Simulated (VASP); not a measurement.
Input of a VASP 6.6.1 run:

INCAR

```
SYSTEM = SrMg6Sn
  ALGO = Normal
  EDIFF = 1E-7
  ENCUT = 520
  GGA = PE
  ISIF = 2
  ISMEAR = -1
  LASPH = .True.
  LCHARG = .False.
  LREAL = .False.
  LWAVE = .False.
  NBANDS = 28
  NELM = 80
  PREC = Accurate
  SIGMA = 0.05
```

KPOINTS

```
k-points
0
Gamma
  5 5 5
  0 0 0
```

Contents of POSCAR:

```
SrMg6Sn
1.0
    5.2593610000      0.0000000000      0.0000000000
    0.0000000000      3.2786810000      6.0624270000
    0.0000000000     -3.2786810000      6.0624270000
Sn Sr Mg
1 1 6
Direct
    0.4956880000      0.1707850000      0.1634730000
    0.5048600000      0.6698310000      0.6732100000
    0.0030630000      0.8451080000      0.8470970000
   -0.0049040000      0.3378850000      0.3389350000
   -0.0001310000      0.3217250000      0.8231400000
   -0.0022670000      0.8349470000      0.3154970000
    0.4978810000      0.1714000000      0.6611340000
    0.5041650000      0.6710580000      0.1600990000
```

Potentials or basis: VASP PAW PBE potentials, release 64 (Sn_d, Sr_sv, Mg).

Run with:

```sh
$ cat potpaw_PBE.64/Sn_d/POTCAR potpaw_PBE.64/Sr_sv/POTCAR potpaw_PBE.64/Mg/POTCAR > POTCAR
$ mpirun -np 1 vasp_std > vasp.out
```

Problem. What does it give for the pressure?

Solution. -0.1 GPa.

Problem. Estimate the band gap on the k mesh.

Solution. None (metal or under the smearing width).

Problem. Predict the largest force.

Solution. 0.243 eV/Å.

Stress tensor (GPa, compression positive):
```
-0.45  0.03 -0.08
 0.03  0.04 -0.01
-0.08 -0.01  0.14
```
